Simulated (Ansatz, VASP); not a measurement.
# SnO2 (Cassiterite) in two plane-wave programs, part 2 of 2

Wanted: the spread between two codes on one cell, functional and k mesh. The cell is taken from a series of runs on this material, whose earlier steps may have relaxed, scaled, displaced or heated it; both programs get it as it stands.

VASP 6.6.1 and Ansatz 0.2.0.

So far: The starting structure; VASP: relaxation of cell and atoms, PBE with D3(BJ).

### Step 3. Ansatz: relaxation of cell and atoms, PBE with D3(BJ)

Level of this step: Ansatz beside VASP: Kohn-Sham DFT, plane waves, PBE with D3(BJ) (Ansatz).

Ansatz runs on its default PAW (the set named soft_2) files.

The same cell, functional and mesh now go to Ansatz, which takes its cutoff from its data sets.

input.yaml reads:

```yaml
crystal:
  lattice:
    - [4.7934741645, 0.0, 0.0]
    - [0.0, 4.7934741645, 0.0]
    - [0.0, 0.0, 3.2299913355]
  atoms:
    - { symbol: Sn, position: [0.0, 0.0, 0.0] }
    - { symbol: Sn, position: [0.5, 0.5, 0.5] }
    - { symbol: O, position: [0.3062096725, 0.3062096725, 0.0] }
    - { symbol: O, position: [0.1937903275, 0.8062096725, 0.5] }
    - { symbol: O, position: [0.6937903275, 0.6937903275, 0.0] }
    - { symbol: O, position: [0.8062096725, 0.1937903275, 0.5] }
kpoints:
  mp_grid: { grid: [6, 6, 8] }
hamiltonian:
  xc: pbe
  dispersion: d3bj
scf:
  occupations: { method: fixed }
output:
  forces: true
  stress: true
  eigenvalues: true
relax:
  adjacent_minimum: "off"
  f_tol: 0.001
  max_steps: 60
  cell: { stress_tol: 0.01 }
```

Run with:

```sh
ansatz run input.yaml --threads 4 --pin off --max-ram 15360MiB --backend cpu --events-out ev --progress --plain --runs-dir out
```

Numbers of over 12 decimals in the logs are rounded to 6 here.

Log:

```text
Engine: ansatz 0.2.0, x86_64-unknown-linux-gnu
Pseudopotentials: kind: paw
Pseudopotential: Sn, paw, valence charge 14, recommended cutoff 420 eV (normal), Sn.paw.azcp
Pseudopotential: O, paw, valence charge 6, recommended cutoff 420 eV (normal), O.paw.azcp
Functional definition: PBE
  parameter kappa = 0.804
  parameter beta = 0.066725
  exchange = pbe_x(kappa = kappa, mu = beta*pi^2/3)
  correlation = pbe_c(beta = beta)
Crystal: 6 atoms, lattice volume = 74.217 Å³
Basis set: ecut = 420 eV, 1447 PW (Γ), exchange–correlation on 72×72×48 points (8 copies of the dense FFT grid, shifted against one another)
Bands: 32, of which v1, the nominal top of the filled ones, is band 26 counted from 1 (25 counted from 0)
Symmetry: 16 space group operations
Space group: P42/mnm (ITA 136), of the structure as read, at distance tolerance 4.2e-5 Å
k-points: 50 of 288
Non-local potential: Sn, projectors of the file, l = 0: 2, l = 1: 2, l = 2: 2, l = 3: 2
Non-local potential: O, projectors of the file, l = 0: 2, l = 1: 2, l = 2: 1
PAW form: soft (Blöchl's): semilocal exchange-correlation on the pseudo side does not see the compensation charge
PAW one-centre angular grid: Sn, 590 points (default); XC on 64 Gauss nodes
PAW one-centre angular grid: O, 110 points (default); XC on 64 Gauss nodes
Initial density: superposition of atomic densities (neutral atoms: chi_scale 0, normalization atom), corrected by the library's trained network
Initial wavefunctions: pseudopotential atomic-orbital guess
Functional: x = pbe(κ = 0.804, μ = 0.219515), c = pbe(β = 0.066725)
SCF iter   1: F=—  HF=-14319.245390 eV  |F-HF|=—  |Δ(HF+E_count)|=         —  Δρ=1.20e-3  dr2=4.64e-4  ethr=1.77e-3  ⟨swp⟩=4.5  Hψ=6015  notcnv=0  defer=200
preconditioner: auto → Resta (q_TF=auto, 2.571 Å⁻¹)  ε∞=3.6  [insulator: Δε(μ)=0.838 eV  Ē_g=19.403 eV  n_scr=18 (ndim 8)  ℏωp=31.1 eV  f_vac=0.033  ε∞_Penn≈3.6]
SCF iter   2: F=—  HF=-14319.247595 eV  |F-HF|=—  |Δ(HF+E_count)|=   2.20e-3  Δρ=5.99e-4  dr2=9.66e-5  ethr=8.92e-7  ⟨swp⟩=2.2  Hψ=3400  notcnv=0  defer=200
SCF iter   3: F=—  HF=-14319.247829 eV  |F-HF|=—  |Δ(HF+E_count)|=   2.34e-4  Δρ=2.42e-4  dr2=2.63e-5  ethr=1.86e-7  ⟨swp⟩=3.0  Hψ=3056  notcnv=0  defer=200
SCF iter   4: F=—  HF=-14319.247867 eV  |F-HF|=—  |Δ(HF+E_count)|=   3.79e-5  Δρ=4.01e-5  dr2=9.36e-7  ethr=5.06e-8  ⟨swp⟩=2.0  Hψ=2152  notcnv=0  defer=200
iter 5 did not close the SCF: its close was put off for the readings that it lacked (scf_convergence_deferred on its scf_iter line)
SCF iter   5: F=-14319.247869 eV  HF=-14319.247868 eV  |F-HF|=1.20e-7  |Δ(HF+E_count)|=   1.55e-6  Δρ=1.23e-5  dr2=6.59e-8  ethr=1.80e-9  ⟨swp⟩=2.0  Hψ=2723  notcnv=0  defer=200
SCF iter   6: F=-14319.247869 eV  HF=-14319.247869 eV  |F-HF|=6.61e-9  |Δ(HF+E_count)|=   1.34e-7  Δρ=3.77e-6  dr2=6.39e-9  ethr=1.27e-10  ⟨swp⟩=8.5  Hψ=8002  notcnv=0
SCF 1 converged in 6 iterations: F = -14319.247869 eV  dr2 = 6.39e-9
  greatest PAW one-centre occupation: 0.996 electrons in one spin orbital (limit 2), on the Sn atom at site 1 (counted from 0), in its partial waves of l = 2
relax step   1: F+E_penalty+E_count = -14319.24786862 eV  Δ(F+E_penalty+E_count) = +0.000e0 eV  max|allowed force component| = 2.593e-4 eV/Å  Δτ_max = 0.0000 Å  P = +0.012 GPa  Ω = 74.217 Å³  (6 SCF iters, dr2 threshold 1.00e-7 eV, accepted)
[...]
relax step   2: F+E_penalty+E_count = -14319.24784273 eV  Δ(F+E_penalty+E_count) = +2.588e-5 eV  max|allowed force component| = 4.861e-4 eV/Å  Δτ_max = 0.0000 Å  P = +0.000 GPa  Ω = 74.222 Å³  energy of the carried Pulay correction = -2.614e-5 eV  (4 SCF iters, dr2 threshold 5.62e-10 eV, accepted)
[...]
relax step   3: F+E_penalty+E_count = -14319.24793269 eV  Δ(F+E_penalty+E_count) = -8.996e-5 eV  max|allowed force component| = 5.140e-4 eV/Å  Δτ_max = 0.0000 Å  P = +0.001 GPa  Ω = 74.222 Å³  stress off target by 2.39e-3 GPa  SCF on the basis re-selected at this cell (its energy is not comparable with the rows above)  (5 SCF iters)
basis re-selected at this cell: Δ(F+E_penalty+E_count) = -8.996e-5 eV, ΔP = +0.001 GPa vs the last step (what re-selecting the basis moved, of the pressure what is left beyond the Pulay correction that the steps carried, after the strain that the cell walked since its last selection, with what the two solves' SCF thresholds leave and, on support functions, any second-order correction that the steps lacked; it is no m [...]
SCF converged after 5 iterations
Free energy (F): -14319.247933 eV
Harris-Foulkes:  -14319.247933 eV  (|F-HF|=3.64e-12)
Internal energy: -14319.247933 eV  (E = F + TS)
E sigma→0 (E₀):  -14319.247933 eV
Fermi energy:    8.984882 eV
--- Per-component energies (eV) ---
  E_band       = -142.331893
  E_kinetic    = 1080.043491
  E_local      = -2927.089403  (includes V_loc(G=0)·N_el)
  E_nonlocal   = 134.130998
  E_hartree    = 1511.480215
  E_xc         = -1053.716701
  E_vxc        = -562.330442  (∫ρ·V_xc dr)
  E_paw        = -8928.966292  (= ΣΔE_a)
  E_vpaw       = -890.056948  (= ΣTr[D̂ρ^β])
  E_aug_tail   = 0.009948  (compensation charges beyond the density's cutoff)
  E_ewald      = -4133.850416
  E_disp       = -1.289775  (pairwise vdW)
  E_smearing   = -0.000000  (= −TS)
  E_closure    = -0.000000  (closes the sum)
  Σ components = -14319.247933   (vs F -14319.247933, Δ=0.00e0)
--- Forces (eV/Å), atoms counted from 1 ---
  atom   1  Sn     0.00000000     0.00000000     0.00000000
  atom   2  Sn     0.00000000    -0.00000000     0.00000000
  atom   3  O      0.00051396     0.00051396     0.00000000
  atom   4  O     -0.00051396     0.00051396     0.00000000
  atom   5  O     -0.00051396    -0.00051396     0.00000000
  atom   6  O      0.00051396    -0.00051396     0.00000000
  max |Σ_I F_I| component: 0.00e0 eV/Å
--- Stress (GPa, compression-positive) ---
        0.002392       0.000000       0.000000
        0.000000       0.002392       0.000000
        0.000000       0.000000      -0.000876
  P = ⅓ Tr σ = 0.0013 GPa (0.013 kbar)
--- Band table (eV; the first three rows and the last of 50) ---
  k-point 0: bands = [... 22 lower, 7.7312, 8.2398, 8.2398, 8.9849, 9.8214, 14.8178, 15.1209, 15.1209, ... 2 higher]
  k-point 1: bands = [... 22 lower, 7.1898, 8.2638, 8.2638, 8.8621, 10.8174, 15.1042, 15.7504, 15.7504, ... 2 higher]
  k-point 2: bands = [... 22 lower, 6.4651, 8.1657, 8.1657, 8.5154, 12.4090, 15.5128, 17.1430, 17.1430, ... 2 higher]
  k-point 49: bands = [... 22 lower, 8.0622, 8.0622, 8.1941, 8.1941, 13.4921, 13.4921, 17.7154, 17.7154, ... 2 higher]
--- Relaxed structure (2 steps of the walk, 2 accepted, 1 SCFs on fresh bases) ---
  F+E_penalty+E_count = -14319.24793269 eV   max|allowed force component| = 5.140e-4 eV/Å   (the final SCF, on the basis selected at the relaxed cell)
  cell:  # Å, volume = 74.2218 Å³
    - [4.793662, 0, 0.0]
    - [0, 4.793662, 0.0]
    - [0.0, 0.0, 3.229957]
  atoms:
    - { symbol: Sn, position: [0, 0, 0.0] }
    - { symbol: Sn, position: [0.5, 0.5, 0.5] }
    - { symbol: O, position: [0.306208, 0.306208, 0.0] }
    - { symbol: O, position: [0.193792, 0.806208, 0.5] }
    - { symbol: O, position: [0.693792, 0.693792, 0.0] }
    - { symbol: O, position: [0.806208, 0.193792, 0.5] }
```

In the SCF lines HF is the Harris–Foulkes energy and dr2 the Hartree energy of the density residual, in eV; the loop may stop once dr2 is under the threshold and the program's other checks hold. Hψ counts applications of the Hamiltonian.

### Step 4. Comparison

Known differences besides the potentials themselves: fixed occupations in Ansatz, narrow Gaussian smearing in VASP; the cutoff is 420 eV in Ansatz and 600 eV in VASP; Ansatz adds a Pulay correction to the stress that steers its cell, VASP none. Total energies have different zeros and are not compared.

Compared:

```tsv
quantity	Ansatz	VASP	difference
volume (Å³)	74.22	74.39	-0.22 %
edge a after relaxation, in the typed setting (Å)	4.794	4.796	-0.06 %
edge c after relaxation, in the typed setting (Å)	3.230	3.233	-0.11 %
```

### Step 5. Outcome

```yaml
difference_in_volume_relaxation_of_cell_and_atoms_pbe_with_d3_bj: -0.22 %
```

**Reading.** The difference in volume is -0.22 % (relaxation of cell and atoms, PBE with D3(BJ)), within the 1.2 % picked in this series as the mark of a large difference, as far as the stopping tolerances let one tell. 1 further run of this series is not shown here. How closely two codes agree says nothing of how well the functional describes the real material.

[Lines on the potential files, build, host, timing and source positions are cut from VASP's logs without a mark.]

[Logs are printed without paths, hosts, clocks, repeated set-up lines and the standing remarks that a program may print on its own settings, such as how far it seeks lower states.]

[Hosts, paths, dates, database ids (printed as entryN), source tags and the programs' standing remarks are cut or masked in the printed files.]
